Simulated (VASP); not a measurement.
```yaml
crystal:
  lattice:
    - [-1.54728, 1.54728, 3.35617]
    - [1.54728, -1.54728, 3.35617]
    - [1.54728, 1.54728, -3.35617]
  atoms:
    - { symbol: Be, position: [0.75000, 0.25000, 0.50000] }
    - { symbol: Be, position: [0.25000, 0.75000, 0.50000] }
    - { symbol: Be, position: [0.50000, 0.50000, 0.00000] }
    - { symbol: Ni, position: [0.00000, 0.00000, 0.00000] }
```

Computed with PBEsol GGA, VASP's PBE PAW potentials (set 64) (plane waves; VASP 6.6.1). Settings: 300 eV cut-off, 16×16×16 Γ-centred mesh, Gaussian smearing of 0.050 eV, potentials Be Ni.

At this cut-off the stress carries a Pulay error, which pulls relaxed volumes low.

**Question.** Give the stress tensor in GPa (positive for a compressed cell).

**Answer.** 
```
5.33  0.00  0.00
0.00  5.33  0.00
0.00  0.00  5.43
```
The pressure is its mean diagonal, 5.36 GPa.

The structure comes from a computed database's Be3Ni entry (I4/mmm); how it stands against other phases isn't given here. The cell was not relaxed at this level. The run is not spin-polarised, so no magnetic state was tried.
